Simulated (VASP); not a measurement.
Input:

```
BaTe
1.0
    0.00000     3.49665     3.49665
    3.49665     0.00000     3.49665
    3.49665     3.49665     0.00000
Ba Te
1 1
Direct
  0.00000   0.00000   0.00000
  0.50000   0.50000   0.50000
```

Method: PBE GGA with D3 dispersion (Becke-Johnson damping), VASP's PBE PAW potentials (set 64) (plane waves; VASP). Numerical set-up: 520 eV cut-off, Gaussian smearing of 0.050 eV, potentials Ba_sv Te.

Unless said otherwise, spin-orbit coupling is left out, though it shifts the bands of the heavy elements here.

Question: Give the energies of bands 6 to 11 at the high-symmetry points, in eV from the valence-band maximum.

Answer: 
```csv
band,Γ,X,U,L,W
6,0.00,-1.14,-1.27,-2.25,-1.29
7,0.00,-0.38,-1.06,-1.14,-0.95
8,0.00,-0.38,-0.78,-1.14,-0.95
9,2.92,1.51,2.57,4.20,3.51
10,2.92,4.43,5.01,4.76,3.51
11,2.92,4.66,5.18,4.89,4.83
```

The gap is indirect, 1.51 eV, from the valence maximum at Γ to the conduction minimum at X.

The compound is BaTe in the rock salt structure. It was relaxed first.
